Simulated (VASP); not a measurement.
# Rb (Im-3m) in VASP: notebook, part 2 of 2

VASP 6.6.1. The steps go on from the part before.

## 3. Relaxation of the atoms, r2SCAN (a relaxed cell with its volume scaled by 1.04)

INCAR

```
ALGO = Normal
EDIFF = 1E-7
EDIFFG = -0.01
ENCUT = 600
IBRION = 2
ISIF = 2
ISMEAR = 1
LASPH = True
LCHARG = False
LMIXTAU = True
LREAL = False
LWAVE = False
METAGGA = R2SCAN
NELM = 80
NSW = 40
PREC = Accurate
SIGMA = 0.1
```

KPOINTS

```
k-points
0
Gamma
  10 10 10
```

POSCAR

```
Rb                                      
1.0
   -2.9121050764      2.9121050764      2.9121050764
    2.9121050764     -2.9121050764      2.9121050764
    2.9121050764      2.9121050764     -2.9121050764
  Rb            
     1
Direct
     0.0000000000000000    0.0000000000000000    0.0000000000000000
```

Potentials or basis: VASP PAW PBE potentials, release 64 (Rb_sv).

Started as:

```console
$ cat potpaw_PBE.64/Rb_sv/POTCAR > POTCAR
$ mpirun -np 1 vasp_std > vasp.out
```

OUTCAR:

```text
EDIFF = 1E-7
   EDIFFG = -0.01
   ENCUT = 600
   IBRION = 2
   ISIF = 2
   ISMEAR = 1
   LASPH = True
   LREAL = False
   METAGGA = R2SCAN
   NELM = 80
   NSW = 40
   PREC = Accurate

 ion  position               nearest neighbor table
   1  0.000  0.000  0.000-

  LATTYP: Found a body centered cubic cell.
 ALAT       =     5.8242101528

  Lattice vectors:

 A1 = (  -2.9121050764,   2.9121050764,   2.9121050764)
 A2 = (   2.9121050764,  -2.9121050764,   2.9121050764)
[... 449 lines left out ...]
------------------------ aborting loop because EDIFF is reached ----------------------------------------

  FORCE on cell =-STRESS in cart. coord.  units (eV):
  Direction    XX          YY          ZZ          XY          YZ          ZX
  --------------------------------------------------------------------------------------
  -------------------------------------------------------------------------------------
  Total       -0.0586430     -0.0586430     -0.0586430     -0.0000000     -0.0000000      0.0000000
  in kB       -0.9511424     -0.9511424     -0.9511424     -0.0000000     -0.0000000      0.0000000
  external PRESSURE =      -0.9511424 kB  Pullay stress =       0.0000000 kB

 VOLUME and BASIS-vectors are now :
 -----------------------------------------------------------------------------
  energy-cutoff  :      600.00
  volume of cell :       98.78
      direct lattice vectors                 reciprocal lattice vectors
    -2.912105076  2.912105076  2.912105076     0.000000000  0.171697101  0.171697101
     2.912105076 -2.912105076  2.912105076     0.171697101  0.000000000  0.171697101
     2.912105076  2.912105076 -2.912105076     0.171697101  0.171697101  0.000000000

 POSITION                                       TOTAL-FORCE (eV/Angst)
 -----------------------------------------------------------------------------------
      0.00000      0.00000      0.00000        -0.000000      0.000000     -0.000000
 -----------------------------------------------------------------------------------
    total drift:                               -0.000000     -0.000000     -0.000000

  FREE ENERGIE OF THE ION-ELECTRON SYSTEM (eV)
  ---------------------------------------------------
  free  energy   TOTEN  =       -13.9147282936 eV

  energy  without entropy=      -13.9138067392  energy(sigma->0) =      -13.91442111

 reached required accuracy - stopping structural energy minimisation
```

Wall time 5.8 min (1 thread of AMD EPYC 7R13 (Zen 3), shared host); peak memory 0.26 GiB.

Results:

```
Free energy             : -13.9147 eV
Pressure after relaxing : -0.1 GPa
Band gap on the k mesh  : none (metal or under the smearing width)
```

Final structure:
```
Rb
1.0
    -2.91211    2.91211    2.91211
     2.91211   -2.91211    2.91211
     2.91211    2.91211   -2.91211
Rb
1
Direct
  0.00000 0.00000 0.00000
```

Caveat: the relaxation stopped at its first step, so nothing moved; the PAW data sets were made with another functional, which shifts forces and pressure a little.

## 4. Relaxation of the atoms, r2SCAN (a relaxed cell with its volume scaled by 1.06)

INCAR is that of step 3.

KPOINTS is that of step 3.

POSCAR

```
Rb                                      
1.0
   -2.9306540165      2.9306540165      2.9306540165
    2.9306540165     -2.9306540165      2.9306540165
    2.9306540165      2.9306540165     -2.9306540165
  Rb            
     1
Direct
     0.0000000000000000    0.0000000000000000    0.0000000000000000
```

Potentials or basis: VASP PAW PBE potentials, release 64 (Rb_sv).

Started as:

```console
$ cat potpaw_PBE.64/Rb_sv/POTCAR > POTCAR
$ mpirun -np 1 vasp_std > vasp.out
```

OUTCAR:

```text
EDIFF = 1E-7
   EDIFFG = -0.01
   ENCUT = 600
   IBRION = 2
   ISIF = 2
   ISMEAR = 1
   LASPH = True
   LREAL = False
   METAGGA = R2SCAN
   NELM = 80
   NSW = 40
   PREC = Accurate

 ion  position               nearest neighbor table
   1  0.000  0.000  0.000-

  LATTYP: Found a body centered cubic cell.
 ALAT       =     5.8613080330

  Lattice vectors:

 A1 = (  -2.9306540165,   2.9306540165,   2.9306540165)
 A2 = (   2.9306540165,  -2.9306540165,   2.9306540165)
[... 450 lines left out ...]
------------------------ aborting loop because EDIFF is reached ----------------------------------------

  FORCE on cell =-STRESS in cart. coord.  units (eV):
  Direction    XX          YY          ZZ          XY          YZ          ZX
  --------------------------------------------------------------------------------------
  -------------------------------------------------------------------------------------
  Total       -0.0837191     -0.0837191     -0.0837191      0.0000000     -0.0000000      0.0000000
  in kB       -1.3322369     -1.3322369     -1.3322369      0.0000000     -0.0000000      0.0000000
  external PRESSURE =      -1.3322369 kB  Pullay stress =       0.0000000 kB

 VOLUME and BASIS-vectors are now :
 -----------------------------------------------------------------------------
  energy-cutoff  :      600.00
  volume of cell :      100.68
      direct lattice vectors                 reciprocal lattice vectors
    -2.930654017  2.930654017  2.930654017     0.000000000  0.170610382  0.170610382
     2.930654017 -2.930654017  2.930654017     0.170610382  0.000000000  0.170610382
     2.930654017  2.930654017 -2.930654017     0.170610382  0.170610382  0.000000000

 POSITION                                       TOTAL-FORCE (eV/Angst)
 -----------------------------------------------------------------------------------
      0.00000      0.00000      0.00000         0.000000      0.000000     -0.000000
 -----------------------------------------------------------------------------------
    total drift:                                0.000000      0.000000      0.000000

  FREE ENERGIE OF THE ION-ELECTRON SYSTEM (eV)
  ---------------------------------------------------
  free  energy   TOTEN  =       -13.9133500831 eV

  energy  without entropy=      -13.9124299099  energy(sigma->0) =      -13.91304336

 reached required accuracy - stopping structural energy minimisation
```

OSZICAR:

```text
N       E                     dE             d eps       ncg     rms          rms(c)
DAV:   1     0.383486361650E+02    0.38349E+02   -0.36147E+03   752   0.933E+02
DAV:   2    -0.134009788247E+02   -0.51750E+02   -0.50914E+02   880   0.149E+02
DAV:   3    -0.168354368157E+02   -0.34345E+01   -0.34222E+01   952   0.465E+01
[... 28 lines left out ...]
DAV:  32    -0.139133532175E+02    0.36841E-05   -0.18288E-06   800   0.169E-02    0.354E-03
DAV:  33    -0.139133501976E+02    0.30199E-05   -0.17079E-06   800   0.166E-02    0.266E-03
DAV:  34    -0.139133503221E+02   -0.12452E-06   -0.42067E-06   800   0.294E-02    0.158E-03
DAV:  35    -0.139133501029E+02    0.21920E-06   -0.11467E-06   928   0.150E-02    0.119E-03
DAV:  36    -0.139133500831E+02    0.19886E-07   -0.39679E-07  1008   0.888E-03
   1 F= -.13913350E+02 E0= -.13913043E+02  d E =-.139134E+02
```

CONTCAR:

```text
Rb
   1.00000000000000
    -2.9306540165000001    2.9306540165000001    2.9306540165000001
     2.9306540165000001   -2.9306540165000001    2.9306540165000001
     2.9306540165000001    2.9306540165000001   -2.9306540165000001
  Rb
     1
Direct
     0.0000000000000000    0.0000000000000000    0.0000000000000000

  0.00000000E+00  0.00000000E+00  0.00000000E+00
```

Wall time 6.4 min (1 thread of AMD EPYC 7R13 (Zen 3), shared host); peak memory 0.27 GiB.

Results:

* Free energy: -13.9134 eV
* Pressure after relaxing: -0.1 GPa
* Band gap on the k mesh: none (metal or under the smearing width)

Final structure:
```
Rb
1.0
    -2.93065    2.93065    2.93065
     2.93065   -2.93065    2.93065
     2.93065    2.93065   -2.93065
Rb
1
Direct
  0.00000 0.00000 0.00000
```

Levels at points of the mesh, in eV from the Fermi level:
| k point | band 2 | band 3 | band 4 | band 5 | band 6 | band 7 | band 8 |
| --- | --- | --- | --- | --- | --- | --- | --- |
| (0.00, 0.00, 0.00) | -13.64 | -13.64 | -13.64 | -1.96 | 4.01 | 4.01 | 4.01 |
| (0.50, 0.00, 0.00) | -13.70 | -13.66 | -13.64 | 0.37 | 0.65 | 2.85 | 4.58 |
| (0.50, 0.50, 0.50) | -13.68 | -13.68 | -13.68 | 1.39 | 1.39 | 3.25 | 3.25 |

Caveat: the relaxation stopped at its first step, so nothing moved; the PAW data sets were made with another functional, which shifts forces and pressure a little.

## 5. The runs side by side

| cell | gap on the mesh (eV) | pressure (GPa) |
| --- | --- | --- |
| atoms relaxed from: a relaxed cell with its volume scaled by 1.02 | none | 0.0 |
| atoms relaxed from: a relaxed cell with its volume scaled by 1.04 | none | -0.1 |
| atoms relaxed from: a relaxed cell with its volume scaled by 1.06 | none | -0.1 |

Alike in all rows: task relaxation of the atoms; level r2SCAN; potentials or basis VASP PAW PBE potentials, release 64 (Rb_sv); no spin polarisation; k mesh 10 × 10 × 10; cutoff (eV) 600; smearing methfessel-paxton 0.1 eV.

Caveats: the relaxation stopped at its first step, so nothing moved; the PAW data sets were made with another functional, which shifts forces and pressure a little.

Total energies depend on the potentials used, so only differences within one code and one set of settings carry meaning.
